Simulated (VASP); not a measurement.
Level of theory: r2SCAN meta-GGA, VASP's PBE PAW potentials (set 64) (plane waves; VASP).

A VASP calculation is set up with these files.

### POSCAR
```
WSe2
1.0
  3.2726869785   0.0000000000   0.0000000000
 -1.6363434892   2.8342296917   0.0000000000
  0.0000000000   0.0000000000  24.1644011356
W Se
2 4
Direct
  0.6666670000   0.3333330000   0.1415223412
  0.3333330000   0.6666670000   0.8584776588
  0.3333330000   0.6666670000   0.2108067112
  0.6666670000   0.3333330000   0.7891932888
  0.6666670000   0.3333330000   0.9278472890
  0.3333330000   0.6666670000   0.0721527110
```

**KPOINTS**
```
Automatic mesh
0
Gamma
7 7 1
0 0 0
```

### INCAR
```
SYSTEM = WSe2
PREC = Accurate
ENCUT = 400
EDIFF = 1E-6
NELM = 100
ALGO = Normal
LREAL = .FALSE.
LASPH = .TRUE.
ISMEAR = 0
SIGMA = 0.05
METAGGA = R2SCAN
LMIXTAU = .TRUE.
LMAXMIX = 6
LWAVE = .FALSE.
LCHARG = .FALSE.
IBRION = 2
ISIF = 3
NSW = 60
EDIFFG = -0.02
```

POTCAR, in this order: W_sv Se (PBE.64 set). Program: vasp_std.

Output

OSZICAR:
```
...
       N       E                     dE             d eps       ncg     rms          rms(c)
DAV:   1    -0.163657072601E+03   -0.14351E+00   -0.37720E+00   503   0.163E+01    0.386E+00
DAV:   2    -0.163557965755E+03    0.99107E-01   -0.39835E-01   543   0.474E+00    0.918E-01
DAV:   3    -0.163529887235E+03    0.28079E-01   -0.56634E-02   619   0.130E+00    0.418E-01
DAV:   4    -0.163517049429E+03    0.12838E-01   -0.15966E-02   510   0.892E-01    0.342E-01
DAV:   5    -0.163521202482E+03   -0.41531E-02   -0.48737E-03   531   0.559E-01    0.192E-01
DAV:   6    -0.163531160822E+03   -0.99583E-02   -0.62530E-03   517   0.595E-01    0.432E-02
DAV:   7    -0.163532412943E+03   -0.12521E-02   -0.11112E-03   531   0.251E-01    0.331E-02
DAV:   8    -0.163534714817E+03   -0.23019E-02   -0.44030E-04   510   0.171E-01    0.108E-02
DAV:   9    -0.163536056396E+03   -0.13416E-02   -0.29408E-04   559   0.135E-01    0.734E-03
DAV:  10    -0.163536865279E+03   -0.80888E-03   -0.45044E-04   503   0.168E-01    0.590E-03
DAV:  11    -0.163537243088E+03   -0.37781E-03   -0.67571E-04   524   0.202E-01    0.426E-03
DAV:  12    -0.163537401520E+03   -0.15843E-03   -0.55248E-04   453   0.179E-01    0.418E-03
DAV:  13    -0.163537648656E+03   -0.24714E-03   -0.76189E-04   496   0.215E-01    0.252E-03
DAV:  14    -0.163537743669E+03   -0.95013E-04   -0.16216E-04   509   0.101E-01    0.199E-03
DAV:  15    -0.163537678396E+03    0.65273E-04   -0.30203E-04   432   0.136E-01    0.169E-03
DAV:  16    -0.163537985303E+03   -0.30691E-03   -0.49087E-05   439   0.472E-02    0.248E-03
DAV:  17    -0.163537917511E+03    0.67793E-04   -0.32058E-04   432   0.141E-01    0.132E-03
DAV:  18    -0.163538006998E+03   -0.89488E-04   -0.40173E-05   432   0.423E-02    0.862E-04
DAV:  19    -0.163538011212E+03   -0.42141E-05   -0.41093E-06   450   0.160E-02    0.697E-04
DAV:  20    -0.163537985568E+03    0.25644E-04   -0.17247E-05   439   0.316E-02    0.391E-04
DAV:  21    -0.163538168863E+03   -0.18330E-03   -0.11305E-04   432   0.664E-02    0.376E-04
DAV:  22    -0.163538159812E+03    0.90514E-05   -0.57879E-06   424   0.175E-02    0.240E-04
DAV:  23    -0.163538143495E+03    0.16316E-04   -0.74225E-06   424   0.229E-02    0.238E-04
DAV:  24    -0.163538176711E+03   -0.33216E-04   -0.12212E-05   432   0.248E-02    0.157E-04
DAV:  25    -0.163538180512E+03   -0.38003E-05   -0.18992E-06   446   0.102E-02    0.110E-04
DAV:  26    -0.163538183072E+03   -0.25604E-05   -0.51972E-07   341   0.630E-03    0.927E-05
DAV:  27    -0.163538184067E+03   -0.99533E-06   -0.82892E-07   327   0.647E-03
   3 F= -.16353818E+03 E0= -.16353818E+03  d E =-.296000E-01
       N       E                     dE             d eps       ncg     rms          rms(c)
DAV:   1    -0.163539043065E+03   -0.85999E-03   -0.23497E-02   503   0.129E+00    0.303E-01
DAV:   2    -0.163537751875E+03    0.12912E-02   -0.29863E-03   570   0.406E-01    0.731E-02
DAV:   3    -0.163537847845E+03   -0.95970E-04   -0.54823E-04   504   0.161E-01    0.329E-02
DAV:   4    -0.163537838385E+03    0.94603E-05   -0.19174E-04   496   0.109E-01    0.246E-02
DAV:   5    -0.163537893018E+03   -0.54633E-04   -0.29100E-05   560   0.430E-02    0.158E-02
DAV:   6    -0.163537918185E+03   -0.25168E-04   -0.40223E-04   496   0.162E-01    0.327E-03
DAV:   7    -0.163538000880E+03   -0.82694E-04   -0.24331E-05   496   0.407E-02    0.296E-03
DAV:   8    -0.163537946117E+03    0.54762E-04   -0.90760E-06   432   0.234E-02    0.900E-04
DAV:   9    -0.163538016746E+03   -0.70629E-04   -0.37295E-05   432   0.479E-02    0.554E-04
DAV:  10    -0.163538037842E+03   -0.21096E-04   -0.13229E-05   446   0.313E-02    0.518E-04
DAV:  11    -0.163538076278E+03   -0.38436E-04   -0.12573E-05   439   0.258E-02    0.500E-04
DAV:  12    -0.163538116825E+03   -0.40548E-04   -0.15213E-05   432   0.307E-02    0.464E-04
DAV:  13    -0.163538180971E+03   -0.64145E-04   -0.21258E-05   432   0.324E-02    0.383E-04
DAV:  14    -0.163538277599E+03   -0.96628E-04   -0.44058E-05   432   0.456E-02    0.193E-04
DAV:  15    -0.163538293061E+03   -0.15462E-04   -0.30620E-06   493   0.141E-02    0.216E-04
DAV:  16    -0.163538300015E+03   -0.69538E-05   -0.97531E-07   372   0.775E-03    0.182E-04
DAV:  17    -0.163538306688E+03   -0.66729E-05   -0.11183E-06   359   0.842E-03    0.172E-04
DAV:  18    -0.163538311517E+03   -0.48295E-05   -0.80687E-07   342   0.780E-03    0.100E-04
DAV:  19    -0.163538313718E+03   -0.22004E-05   -0.73917E-07   320   0.645E-03    0.102E-04
DAV:  20    -0.163538314571E+03   -0.85349E-06   -0.16668E-07   339   0.355E-03
   4 F= -.16353831E+03 E0= -.16353831E+03  d E =-.297305E-01
       N       E                     dE             d eps       ncg     rms          rms(c)
DAV:   1    -0.163592428055E+03   -0.54114E-01   -0.19733E+00   496   0.102E+01    0.108E+00
DAV:   2    -0.163551057559E+03    0.41370E-01   -0.16103E-01   597   0.221E+00    0.647E-01
DAV:   3    -0.163541929671E+03    0.91279E-02   -0.25236E-02   577   0.970E-01    0.327E-01
DAV:   4    -0.163542171109E+03   -0.24144E-03   -0.83466E-03   567   0.541E-01    0.194E-01
DAV:   5    -0.163543002051E+03   -0.83094E-03   -0.26220E-03   525   0.369E-01    0.666E-02
DAV:   6    -0.163542632349E+03    0.36970E-03   -0.98527E-04   517   0.237E-01    0.318E-02
DAV:   7    -0.163542622536E+03    0.98130E-05   -0.26497E-04   524   0.113E-01    0.157E-02
DAV:   8    -0.163542707936E+03   -0.85400E-04   -0.26012E-04   510   0.120E-01    0.965E-03
DAV:   9    -0.163542829188E+03   -0.12125E-03   -0.99980E-05   524   0.659E-02    0.733E-03
DAV:  10    -0.163542868955E+03   -0.39767E-04   -0.74316E-05   516   0.509E-02    0.411E-03
DAV:  11    -0.163542905641E+03   -0.36686E-04   -0.36975E-05   460   0.436E-02    0.376E-03
DAV:  12    -0.163542900343E+03    0.52973E-05   -0.32118E-05   488   0.344E-02    0.243E-03
DAV:  13    -0.163542920986E+03   -0.20643E-04   -0.51876E-06   460   0.160E-02    0.162E-03
DAV:  14    -0.163542918644E+03    0.23420E-05   -0.51237E-06   460   0.156E-02    0.776E-04
DAV:  15    -0.163542926387E+03   -0.77430E-05   -0.29643E-06   412   0.130E-02    0.425E-04
DAV:  16    -0.163542923226E+03    0.31614E-05   -0.12853E-06   365   0.786E-03    0.401E-04
DAV:  17    -0.163542926887E+03   -0.36612E-05   -0.53449E-07   342   0.560E-03    0.240E-04
DAV:  18    -0.163542924503E+03    0.23835E-05   -0.38458E-07   334   0.478E-03    0.806E-05
DAV:  19    -0.163542926731E+03   -0.22278E-05   -0.23623E-07   340   0.402E-03    0.526E-05
DAV:  20    -0.163542926398E+03    0.33321E-06   -0.56922E-08   346   0.193E-03
   5 F= -.16354293E+03 E0= -.16354293E+03  d E =-.461183E-02
       N       E                     dE             d eps       ncg     rms          rms(c)
DAV:   1    -0.163552273253E+03   -0.93465E-02   -0.26646E-01   504   0.374E+00    0.404E-01
DAV:   2    -0.163546348918E+03    0.59243E-02   -0.24453E-02   605   0.841E-01    0.241E-01
DAV:   3    -0.163544771934E+03    0.15770E-02   -0.44646E-03   570   0.424E-01    0.124E-01
DAV:   4    -0.163544982319E+03   -0.21038E-03   -0.18182E-03   517   0.280E-01    0.770E-02
DAV:   5    -0.163545034020E+03   -0.51701E-04   -0.74543E-04   531   0.172E-01    0.205E-02
DAV:   6    -0.163545147787E+03   -0.11377E-03   -0.90229E-05   566   0.698E-02    0.141E-02
DAV:   7    -0.163545160887E+03   -0.13100E-04   -0.38236E-05   510   0.440E-02    0.625E-03
DAV:   8    -0.163545213791E+03   -0.52904E-04   -0.40161E-05   510   0.489E-02    0.473E-03
DAV:   9    -0.163545224970E+03   -0.11179E-04   -0.11451E-05   502   0.250E-02    0.369E-03
DAV:  10    -0.163545243880E+03   -0.18910E-04   -0.10080E-05   502   0.204E-02    0.167E-03
DAV:  11    -0.163545248040E+03   -0.41598E-05   -0.84961E-06   446   0.218E-02    0.158E-03
DAV:  12    -0.163545259907E+03   -0.11866E-04   -0.65200E-06   467   0.183E-02    0.800E-04
DAV:  13    -0.163545263963E+03   -0.40564E-05   -0.14769E-06   366   0.100E-02    0.674E-04
DAV:  14    -0.163545269244E+03   -0.52812E-05   -0.10722E-06   378   0.856E-03    0.449E-04
DAV:  15    -0.163545269119E+03    0.12476E-06   -0.88776E-07   350   0.816E-03
   6 F= -.16354527E+03 E0= -.16354527E+03  d E =-.695455E-02
```

File OUTCAR:
```
------------------------ aborting loop because EDIFF is reached ----------------------------------------
  FORCE on cell =-STRESS in cart. coord.  units (eV):
  Direction    XX          YY          ZZ          XY          YZ          ZX
  --------------------------------------------------------------------------------------
  Total        0.0099351      0.0099351      0.0107504      0.0000000      0.0000000     -0.0000000
  in kB        0.0695141      0.0695140      0.0752186      0.0000000      0.0000000     -0.0000000
  external PRESSURE =       0.0714156 kB  Pullay stress =       0.0000000 kB
  volume of cell :      228.99
      direct lattice vectors                 reciprocal lattice vectors
     3.316394638  0.000000000 -0.000000000     0.301532269  0.174089760  0.000000000
    -1.658197319  2.872081620  0.000000000    -0.000000000  0.348179520 -0.000000000
    -0.000000000  0.000000000 24.040646026     0.000000000 -0.000000000  0.041596220
 POSITION                                       TOTAL-FORCE (eV/Angst)
 -----------------------------------------------------------------------------------
      1.65820      0.95736      3.40210         0.000000     -0.000000      0.004862
     -0.00000      1.91472     20.63855        -0.000000      0.000000     -0.004862
     -0.00000      1.91472      5.06435        -0.000000      0.000000      0.002673
      1.65820      0.95736     18.97629         0.000000     -0.000000     -0.002673
      1.65820      0.95736     22.30189        -0.000000     -0.000000     -0.001741
     -0.00000      1.91472      1.73876        -0.000000      0.000000      0.001741
 -----------------------------------------------------------------------------------
    total drift:                                0.000000      0.000000      0.000000
  FREE ENERGIE OF THE ION-ELECTRON SYSTEM (eV)
  ---------------------------------------------------
  free  energy   TOTEN  =      -163.5452691194 eV

  energy  without entropy=     -163.5452691194  energy(sigma->0) =     -163.54526912

 reached required accuracy - stopping structural energy minimisation
```
(Selected blocks of OUTCAR.)

**CONTCAR**
```
WSe2
   1.00000000000000
     3.3163946382203866    0.0000000000007737   -0.0000000000000000
    -1.6581973190588555    2.8720816204862576    0.0000000000000000
    -0.0000000000000000    0.0000000000000000   24.0406460262443140
  W               Se
     2     4
Direct
     0.6666669999999968    0.3333330000000032    0.1415145250823252
     0.3333330000000032    0.6666669999999968    0.8584854749176747
     0.3333330000000032    0.6666669999999968    0.2106580020272805
     0.6666669999999968    0.3333330000000032    0.7893419979727196
     0.6666669999999968    0.3333330000000032    0.9276743202947068
     0.3333330000000032    0.6666669999999968    0.0723256797052933
```

The cell holds a wide vacuum, so values per volume refer to the whole cell. Energy and stress use the plane-wave basis of the starting cell.

The cell is a sheet with vacuum, built from a database entry that may be metastable or hypothetical.
